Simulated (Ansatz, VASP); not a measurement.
**One calculation of MoI, two programs**

```
Mo I
1.0
     3.62326    0.00000    0.00000
     0.00000    3.62326    0.00000
     0.00000    0.00000    5.04208
Mo I
1 1
Direct
  0.50000 0.50000 0.50000
  0.00000 0.00000 0.50000
```

The cell was built by a generator and needn't be a form met in nature.

Alike in both runs: task relaxation of cell and atoms; functional LDA; k mesh 5 × 5 × 4; occupations fermi-dirac, width 0.05 eV; spin-orbit coupling, no magnetisation.

```csv
,VASP,Ansatz
version,VASP 6.6.1,Ansatz 0.2.0
potentials or method,"VASP PAW LDA potentials, release 64 (Mo_sv, I)",Ansatz PAW
plane-wave cutoff (eV),600,420
valence electrons in the cell,21,31
```

|  | VASP | Ansatz | Ansatz less VASP |
| --- | --- | --- | --- |
| gap on the k mesh at the Fermi level, each at its own relaxed structure (eV) | none | none | - |
| relaxed volume (Å³/atom) | 22.50 | 22.47 | -0.027 |
| relaxed cell length with the largest relative difference (Å) | 3.136 | 3.133 | -0.0029 |
| energy change over the relaxation (meV/atom) | -668 | -672 | -4.5 |

A gap of «none» marks a metal or a gap that the smearing closes. The two sets of potentials don't hold the same shells in valence.

Caveats: the volume moved by over 15 % at a fixed basis, so the end points are rough; the plane-wave basis is chosen anew once the cell has moved, so the energies of steps on either side of that aren't comparable (Ansatz); the PAW data sets come from PBE, with cores solved anew for the run's functional, which leaves a small shift of forces and pressure (Ansatz).
